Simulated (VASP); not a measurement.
# Driving VASP from ASE on TiSb2, part 3 of 4

Do ASE scripts that read TiSb2 from different structure formats give one answer, and do several routes find one equilibrium volume? All runs use PBEsol. Left out of this account: at least 1 further run (self-consistent run: a reference on another mesh). The start is a cell from a database of measured crystal structures.

VASP 6.6.1; PBEsol; plane waves and PAW (Ti_sv, Sb).

So far. Step 3 (Total energy, forces and stress (PBEsol, through ASE) …): The energy lies -3.32 meV an atom from the first script, since this cell and mesh sample the zone at other points.

**4. Relaxing cell and atoms (PBEsol, through ASE)**

System of this step: TiSb2. It takes space group I4/mcm (No. 140, tetragonal). Conventional cell: a = 6.660 Å, b = 6.660 Å, c = 5.818 Å, α = 90.00°, β = 90.00°, γ = 90.00°. Nearest to Ti lie 2 Ti at 2.91 Å and 8 Sb at 2.92 Å. Sb has 1 Sb at 2.85 Å and 4 Ti at 2.92 Å nearest. Farther neighbours are not listed.

Properties are meant for the cell that this level of theory prefers, so cell and atoms are relaxed first (ISIF = 3) until forces and stress are small; EDIFFG sets the threshold.

run.py reads:

```python
import numpy as np
from ase.calculators.vasp import Vasp
from ase import Atoms

atoms = Atoms(['Ti', 'Ti', 'Sb', 'Sb', 'Sb', 'Sb'],
              cell=[[-3.33, 3.33, 2.909], [3.33, -3.33, 2.909], [3.33, 3.33, -2.909]],
              scaled_positions=[[0.25, 0.25, 0.0], [0.75, 0.75, 0.0], [0.65156, 0.15156, 0.80312], [0.15156, 0.34844, 0.5], [0.34844, 0.84844, 0.19688], [0.84844, 0.65156, 0.5]],
              pbc=True)

calc = Vasp(
    xc='pbesol',
    pp='PBE',
    prec='Accurate',
    encut=400,
    ediff=1e-06,
    nelm=100,
    ismear=-1,
    sigma=0.05,
    lreal=False,
    algo='Normal',
    nbands=28,
    lasph=True,
    lorbit=11,
    lwave=False,
    lcharg=False,
    kpar=4,
    ibrion=2,
    nsw=60,
    isif=3,
    ediffg=-0.01,
    pp_version='64',
    setups={'Ti': '_sv', 'Sb': ''},
    kpts=(7, 7, 7),
    gamma=True,
    txt='vasp.out',
)
atoms.calc = calc

print("energy (eV):", round(atoms.get_potential_energy(), 6))
print("Fermi level (eV):", round(calc.get_fermi_level(), 4))
print("forces (eV/A):")
print(np.round(atoms.get_forces(), 4))
print("stress (GPa, Voigt, tension positive):", np.round(atoms.get_stress() * 160.21766, 3))
print("cell (A, degrees):", np.round(atoms.cell.cellpar(), 4))
print("volume (A^3):", round(atoms.get_volume(), 4))
print("positions:")
print(np.round(atoms.get_scaled_positions(), 5))
```

PAW data sets: Ti_sv and Sb (PBE family, release 64).

On the command line:

```console
export ASE_VASP_COMMAND="mpirun -np 4 vasp_std"
python run.py
```

What it wrote:

```text
energy (eV): -37.738816
Fermi level (eV): 9.9122
forces (eV/A):
[[-0.      0.      0.    ]
 [-0.      0.      0.    ]
 [ 0.0006  0.0006  0.    ]
 [-0.0006  0.0006  0.    ]
 [-0.0006 -0.0006 -0.    ]
 [ 0.0006 -0.0006  0.    ]]
stress (GPa, Voigt, tension positive): [-0.024 -0.024 -0.041 -0.     0.    -0.   ]
cell (A, degrees): [  5.4923   5.4923   5.4923 105.6698 105.6698 117.3751]
volume (A^3): 125.6933
positions:
[[0.25    0.25    0.     ]
 [0.75    0.75    0.     ]
 [0.65312 0.15312 0.80625]
 [0.15312 0.34688 0.5    ]
 [0.34688 0.84688 0.19375]
 [0.84688 0.65312 0.5    ]]
```

It took 2.3 min on 4 MPI ranks of AMD EPYC 7R43, shared host; peak memory 0.93 GiB.

ASE turned this into the INCAR:

```
ENCUT = 400.000000
SIGMA = 0.050000
EDIFF = 1.00e-06
EDIFFG = -1.00e-02
ALGO = Normal
GGA = PS
PREC = Accurate
IBRION = 2
ISIF = 3
ISMEAR = -1
KPAR = 4
LORBIT = 11
NBANDS = 28
NELM = 100
NSW = 60
LASPH = .TRUE.
LCHARG = .FALSE.
LWAVE = .FALSE.
LREAL = .FALSE.
```

The KPOINTS that ASE wrote:

```
KPOINTS created by Atomic Simulation Environment
0
Gamma
7 7 7
0 0 0
```

vasp.out:

```text
[banner, memory and clock lines left out]
running    4 mpi-ranks, on    1 nodes
 distrk:  each k-point on    1 cores,    4 groups
 distr:  one band on    1 cores,    1 groups

 POSCAR found type information on POSCAR TiSb
 POSCAR found :  2 types and       6 ions
 [... a notice as in an earlier step ...]

 LDA part: xc-table for (Slater+PW92), standard interpolation
 POSCAR, INCAR and KPOINTS ok, starting setup
 FFT: planning ... GRIDC
 FFT: planning ... GRID_SOFT
 FFT: planning ... GRID
 WAVECAR not read
 entering main loop
       N       E                     dE             d eps       ncg     rms          rms(c)
[... 14 cycles as in an earlier step ...]
   1 F= -.37709483E+02 E0= -.37703986E+02  d E =-.377095E+02
 curvature:   0.00 expect dE= 0.000E+00 dE for cont linesearch  0.000E+00
 trial: gam= 0.00000 g(F)=  0.679E-02 g(S)=  0.861E-01 ort = 0.000E+00 (trialstep = 0.100E+01)
 search vector abs. value=  0.929E-01
 bond charge predicted
       N       E                     dE             d eps       ncg     rms          rms(c)
DAV:   1    -0.384683926126E+02   -0.75891E+00   -0.18234E+01  3204   0.421E+01    0.723E+00
DAV:   2    -0.380641544834E+02    0.40424E+00   -0.87575E+00  3380   0.217E+01    0.304E+00
DAV:   3    -0.377652805192E+02    0.29887E+00   -0.25227E+00  3212   0.907E+00    0.178E+00
DAV:   4    -0.377152943061E+02    0.49986E-01   -0.33308E-01  3244   0.428E+00    0.551E-01
DAV:   5    -0.377222072059E+02   -0.69129E-02   -0.48886E-02  3220   0.124E+00    0.351E-01
DAV:   6    -0.377259863912E+02   -0.37792E-02   -0.48777E-03  3624   0.290E-01    0.187E-01
DAV:   7    -0.377276802582E+02   -0.16939E-02   -0.40292E-03  3616   0.265E-01    0.395E-02
DAV:   8    -0.377277730408E+02   -0.92783E-04   -0.53467E-04  3316   0.980E-02    0.212E-02
DAV:   9    -0.377277832675E+02   -0.10227E-04   -0.41221E-05  3236   0.397E-02    0.527E-03
DAV:  10    -0.377277835532E+02   -0.28573E-06   -0.32162E-06  2356   0.138E-02
   2 F= -.37727784E+02 E0= -.37722409E+02  d E =-.183003E-01
[...]
3 F= -.37739002E+02 E0= -.37733593E+02  d E =-.295192E-01
[...]
4 F= -.37744328E+02 E0= -.37738647E+02  d E =-.532571E-02
 trial-energy change:   -0.005326  1 .order   -0.005379   -0.008904   -0.001853
 step:   1.1829(harm=  1.1680)  dis= 0.00639  next Energy=   -37.744585 (dE=-0.558E-02)
 bond charge predicted
       N       E                     dE             d eps       ncg     rms          rms(c)
DAV:   1    -0.377451921438E+02   -0.86382E-03   -0.40250E-02  2384   0.186E+00    0.181E-01
DAV:   2    -0.377448359559E+02    0.35619E-03   -0.47652E-03  2764   0.473E-01    0.108E-01
DAV:   3    -0.377446612282E+02    0.17473E-03   -0.11398E-03  3088   0.218E-01    0.599E-02
DAV:   4    -0.377445745690E+02    0.86659E-04   -0.28051E-04  3092   0.115E-01    0.698E-03
DAV:   5    -0.377445747850E+02   -0.21604E-06   -0.26239E-05  3136   0.298E-02    0.504E-03
DAV:   6    -0.377445743111E+02    0.47396E-06   -0.12092E-06  2128   0.582E-03
   5 F= -.37744574E+02 E0= -.37738816E+02  d E =-.557192E-02
 curvature:  -0.64 expect dE=-0.922E-05 dE for cont linesearch -0.245E-07
 trial: gam=-0.00808 g(F)=  0.139E-06 g(S)=  0.142E-04 ort =-0.201E-04 (trialstep = 0.977E+00)
 search vector abs. value=  0.154E-04
 reached required accuracy - stopping structural energy minimisation
```

Parts of OUTCAR (step 4):

```text
 Found     40 irreducible k-points:

   NELECT =      44.0000    total number of electrons

 E-fermi :   9.9122

 k-point     1 :       0.0000    0.0000    0.0000
  band No.  band energies     occupation
    ...
     18       6.8275      2.00000
     19       6.8275      2.00000
     20       7.4732      2.00000
     21       8.2162      2.00000
     22       9.0135      2.00000
     23      10.3122      0.00067
     24      10.7479      0.00000
     25      11.4001      0.00000
     26      11.4001      0.00000
     27      11.7999      0.00000
    ...

 k-point     2 :       0.1429   -0.0000    0.0000
  band No.  band energies     occupation
    ...
     18       7.1642      2.00000
     19       7.2917      2.00000
     20       7.6390      2.00000
     21       8.1832      2.00000
     22       9.0340      2.00000
     23      10.6190      0.00000
     24      10.7357      0.00000
     25      11.2750      0.00000
     26      11.3240      0.00000
     27      11.8328      0.00000
    ...

  Total        0.0190573      0.0190573      0.0322692      0.0000000      0.0000000     -0.0000000
  in kB        0.2429180      0.2429180      0.4113268      0.0000000      0.0000000     -0.0000000
  external PRESSURE =       0.2990543 kB  Pullay stress =       0.0000000 kB

  energy-cutoff  :      400.00
  volume of cell :      125.69
      direct lattice vectors                 reciprocal lattice vectors
    -3.317962438  3.317962438  2.854362949     0.000000000  0.150694895  0.175170435
     3.317962438 -3.317962438  2.854362949     0.150694895  0.000000000  0.175170435
     3.317962438  3.317962438 -2.854362949     0.150694895  0.150694895  0.000000000

 POSITION                                       TOTAL-FORCE (eV/Angst)
 -----------------------------------------------------------------------------------
      0.00000      0.00000      1.42718        -0.000000      0.000000      0.000000
      0.00000      0.00000      4.28154        -0.000000      0.000000      0.000000
      1.01611      4.33407      0.00000         0.000600      0.000600      0.000000
      2.30185      1.01611      0.00000        -0.000600      0.000600      0.000000
      2.30185     -1.01611      2.85436        -0.000600     -0.000600     -0.000000
      1.01611      2.30185      2.85436         0.000600     -0.000600      0.000000
 -----------------------------------------------------------------------------------
    total drift:                                0.000000     -0.000000      0.000000

  FREE ENERGIE OF THE ION-ELECTRON SYSTEM (eV)
  ---------------------------------------------------
  free  energy   TOTEN  =       -37.7445743111 eV

  energy  without entropy=      -37.7330572383  energy(sigma->0) =      -37.73881577

 reached required accuracy - stopping structural energy minimisation

 total charge
# of ion       s       p       d       tot
------------------------------------------
    1        2.161   6.107   2.025  10.292
    2        2.161   6.107   2.025  10.292
    3        1.155   1.260   0.049   2.464
    4        1.155   1.260   0.049   2.464
    5        1.155   1.260   0.049   2.464
    6        1.155   1.260   0.049   2.464
--------------------------------------------------
tot          8.942  17.253   4.246  30.441

[... 8 parts as in an earlier step ...]

[... 5 further parts left out ...]
```

CONTCAR:

```
Ti Sb
   1.00000000000000
    -3.3179624377197392    3.3179624377197392    2.8543629486138506
     3.3179624377197392   -3.3179624377197392    2.8543629486138506
     3.3179624377197392    3.3179624377197392   -2.8543629486138506
  Ti              Sb
     2     4
Direct
     0.2500000000000000    0.2500000000000000    0.0000000000000000
     0.7500000000000000    0.7500000000000000    0.0000000000000000
     0.6531225717088885    0.1531225717088885    0.8062451434177699
     0.1531225717088885    0.3468774282911115    0.5000000000000000
     0.3468774282911115    0.8468774282911115    0.1937548565822302
     0.8468774282911115    0.6531225717088885    0.5000000000000000
```

The run keeps the 16 symmetry operations of its start, so it cannot find a distortion of lower symmetry.

The steps of the relaxation:

```tsv
step	energy less that of the first step (eV)	largest force (eV/Å)	pressure (GPa)	volume (Å³)
1	0.0000	0.1876	-2.26	129.03
2	-0.0183	0.1062	2.02	123.45
3	-0.0295	0.1389	0.30	125.53
4	-0.0348	0.0296	0.08	125.66
5	-0.0351	0.0008	0.03	125.69
```

```tsv
conventional cell, symmetrised	before	after	change
a (Å)	6.660	6.636	-0.4 %
b (Å)	6.660	6.636	-0.4 %
c (Å)	5.818	5.709	-1.9 %
volume (Å³/atom)	21.51	20.95	-2.6 %
```

The atoms that moved most (Å, as changes of fractional coordinates times the final cell):

```tsv
atom	dx	dy	dz	length
Sb3	0.010	0.010	0.000	0.015
Sb4	-0.010	0.010	0.000	0.015
Sb5	-0.010	-0.010	0.000	0.015
Sb6	0.010	-0.010	0.000	0.015
```

Final coordinates:

```xyz
6
Lattice="-3.3180 3.3180 2.8544 3.3180 -3.3180 2.8544 3.3180 3.3180 -2.8544" Properties=species:S:1:pos:R:3 pbc="T T T"
Ti    0.0000    0.0000    1.4272
Ti    0.0000    0.0000    4.2815
Sb    1.0161    4.3341    0.0000
Sb    2.3019    1.0161    0.0000
Sb    2.3019   -1.0161    2.8544
Sb    1.0161    2.3019    2.8544
```

Numbers from this step:

```yaml
electrons: 44
bands: 28
irreducible_k_points: 40
free_energy_toten: -37.74 eV
energy_at_zero_smearing: -37.74 eV
fermi_energy: 9.912 eV
pressure: 0.02991 GPa
scf_cycles_over_all_ionic_steps: 48
```

It ends with a largest force of 0.001 eV/Å and a pressure of 0.03 GPa.

**5. Equation of state by an ASE loop (PBEsol)**

An ASE loop scales the volume at fixed shape and fractional positions and fits the energies, which gives the bulk modulus of a clamped cell from energies alone.

run.py reads:

```python
import numpy as np
from ase.calculators.vasp import Vasp
from ase.io import read
from ase.eos import EquationOfState
from ase.units import GPa

atoms = read('structure.vasp')

calc = Vasp(
    xc='pbesol',
    pp='PBE',
    prec='Accurate',
    encut=400,
    ediff=1e-06,
    nelm=100,
    ismear=-1,
    sigma=0.05,
    lreal=False,
    algo='Normal',
    nbands=28,
    lasph=True,
    lorbit=11,
    lwave=False,
    lcharg=False,
    kpar=4,
    isif=2,
    pp_version='64',
    setups={'Ti': '_sv', 'Sb': ''},
    kpts=(7, 7, 7),
    gamma=True,
    txt='vasp.out',
)
atoms.calc = calc

cell, volumes, energies = atoms.get_cell(), [], []
for x in [0.94, 0.96, 0.98, 1.0, 1.02, 1.04, 1.06]:
    atoms.set_cell(cell * x ** (1 / 3), scale_atoms=True)
    volumes.append(atoms.get_volume())
    energies.append(atoms.get_potential_energy())
    print(f"{x:.2f}  V = {volumes[-1]:.4f} A^3  E = {energies[-1]:.6f} eV")
v0, e0, b0 = EquationOfState(volumes, energies, eos="birchmurnaghan").fit()
print(f"V0 = {v0:.4f} A^3  E0 = {e0:.6f} eV  B0 = {b0 / GPa:.2f} GPa")
```

structure.vasp reads:

```
TiSb2
1.0
   -3.3300000000      3.3300000000      2.9090000000
    3.3300000000     -3.3300000000      2.9090000000
    3.3300000000      3.3300000000     -2.9090000000
Ti Sb
2 4
Direct
    0.2500000000      0.2500000000      0.0000000000
    0.7500000000      0.7500000000      0.0000000000
    0.6515600000      0.1515600000      0.8031200000
    0.1515600000      0.3484400000      0.5000000000
    0.3484400000      0.8484400000      0.1968800000
    0.8484400000      0.6515600000      0.5000000000
```

What it wrote:

```text
0.94  V = 121.2886 A^3  E = -37.658179 eV
0.96  V = 123.8692 A^3  E = -37.708734 eV
0.98  V = 126.4498 A^3  E = -37.722733 eV
1.00  V = 129.0304 A^3  E = -37.703986 eV
1.02  V = 131.6110 A^3  E = -37.656120 eV
1.04  V = 134.1917 A^3  E = -37.582116 eV
1.06  V = 136.7723 A^3  E = -37.485009 eV
V0 = 126.2133 A^3  E0 = -37.722855 eV  B0 = 100.18 GPa
```

Run time: 4.7 min. Hardware: 4 MPI ranks; peak memory 1.1 GiB.

ASE turned this into the INCAR:

```
ENCUT = 400.000000
SIGMA = 0.050000
EDIFF = 1.00e-06
ALGO = Normal
GGA = PS
PREC = Accurate
ISIF = 2
ISMEAR = -1
KPAR = 4
LORBIT = 11
NBANDS = 28
NELM = 100
LASPH = .TRUE.
LCHARG = .FALSE.
LWAVE = .FALSE.
LREAL = .FALSE.
```

The KPOINTS that ASE wrote:

```
KPOINTS created by Atomic Simulation Environment
0
Gamma
7 7 7
0 0 0
```

vasp.out (the last of its runs):

```text
[banner, memory and clock lines left out]
running    4 mpi-ranks, on    1 nodes
 distrk:  each k-point on    1 cores,    4 groups
 distr:  one band on    1 cores,    1 groups

 POSCAR found type information on POSCAR TiSb
 POSCAR found :  2 types and       6 ions
 [... a notice as in an earlier step ...]

 LDA part: xc-table for (Slater+PW92), standard interpolation
 POSCAR, INCAR and KPOINTS ok, starting setup
 FFT: planning ... GRIDC
 FFT: planning ... GRID_SOFT
 FFT: planning ... GRID
 WAVECAR not read
 WARNING: random wavefunctions but no delay for mixing, default for NELMDL
 entering main loop
       N       E                     dE             d eps       ncg     rms          rms(c)
DAV:   1     0.376333352191E+03    0.37633E+03   -0.16971E+04  2336   0.125E+03
DAV:   2     0.887697027445E+01   -0.36746E+03   -0.35888E+03  2400   0.377E+02
DAV:   3    -0.360300041833E+02   -0.44907E+02   -0.44046E+02  3760   0.117E+02
DAV:   4    -0.403743072736E+02   -0.43443E+01   -0.43207E+01  3488   0.309E+01
DAV:   5    -0.406535366043E+02   -0.27923E+00   -0.27910E+00  3236   0.638E+00    0.141E+01
DAV:   6    -0.399282706680E+02    0.72527E+00   -0.58712E+01  3284   0.409E+01    0.112E+01
DAV:   7    -0.376477599441E+02    0.22805E+01   -0.23484E+01  3216   0.271E+01    0.494E+00
DAV:   8    -0.374972269670E+02    0.15053E+00   -0.17973E+00  2892   0.883E+00    0.119E+00
DAV:   9    -0.374920991420E+02    0.51278E-02   -0.89646E-02  3388   0.221E+00    0.695E-01
DAV:  10    -0.374916743491E+02    0.42479E-03   -0.22472E-02  3636   0.109E+00    0.171E-01
DAV:  11    -0.374912318710E+02    0.44248E-03   -0.43431E-03  3228   0.428E-01    0.595E-02
DAV:  12    -0.374912169042E+02    0.14967E-04   -0.21042E-04  3112   0.845E-02    0.845E-03
DAV:  13    -0.374912146549E+02    0.22493E-05   -0.82737E-06  3092   0.207E-02    0.284E-03
DAV:  14    -0.374912146305E+02    0.24455E-07   -0.15481E-06  2112   0.693E-03
   1 F= -.37491215E+02 E0= -.37485009E+02  d E =-.124105E-01
```

From OUTCAR (step 5):

```text
   ENCUT  =  400.0 eV  29.40 Ry    5.42 a.u.   9.20  9.20  9.20*2*pi/ulx,y,z

   NELECT =      44.0000    total number of electrons

 E-fermi :   8.7886

 k-point     1 :       0.0000    0.0000    0.0000
  band No.  band energies     occupation
    ...
     18       6.0302      2.00000
     19       6.0302      2.00000
     20       6.3944      2.00000
     21       7.3188      2.00000
     22       8.0247      2.00000
     23       9.1694      0.00099
     24       9.5680      0.00000
     25      10.0837      0.00000
     26      10.0837      0.00000
     27      10.4138      0.00000
    ...

  Total       -5.7095876     -5.7095876     -6.1020367      0.0000000      0.0000000     -0.0000000
  in kB      -66.8832360    -66.8832360    -71.4804618      0.0000000      0.0000000     -0.0000000
  external PRESSURE =     -68.4156446 kB  Pullay stress =       0.0000000 kB

 POSITION                                       TOTAL-FORCE (eV/Angst)
 -----------------------------------------------------------------------------------
      0.00000      0.00000      1.48303        -0.000000     -0.000000     -0.000000
      0.00000      0.00000      4.44908         0.000000     -0.000000     -0.000000
      1.02919      4.42450      0.00000         0.079868      0.079868     -0.000000
      2.36612      1.02919      0.00000        -0.079868      0.079868     -0.000000
      2.36612     -1.02919      2.96605        -0.079868     -0.079868      0.000000
      1.02919      2.36612      2.96605         0.079868     -0.079868     -0.000000
 -----------------------------------------------------------------------------------
    total drift:                               -0.000000     -0.000000      0.000000

  FREE ENERGIE OF THE ION-ELECTRON SYSTEM (eV)
  ---------------------------------------------------
  free  energy   TOTEN  =       -37.4912146305 eV

  energy  without entropy=      -37.4788041038  energy(sigma->0) =      -37.48500937

[... 3 parts as in an earlier step ...]

[... 13 further parts left out ...]
```

This step gave:

| Item | Value |
| --- | --- |
| bulk modulus | 100.2 GPa |
| equilibrium volume of the fit | 21.04 Å³/atom |

The fit over cells of fixed shape and fractional positions puts the volume +0.41 % from the relaxed one.

(Part 3 of 4 ends here.)

[Lines on the potential files, build, host, timing and source positions are cut from VASP's logs without a mark.]

[Logs are printed without paths, hosts, clocks, repeated set-up lines and the standing remarks that a program may print on its own settings, such as how far it seeks lower states.]

[Hosts, paths, dates, database ids (printed as entryN), source tags and the programs' standing remarks are cut or masked in the printed files.]

[A measured line is paired with the nearest computed mode of its activity, which favours agreement.]

[In band tables of VASP the shares of atoms and orbitals are scaled to a sum of 1 inside the atoms' spheres.]
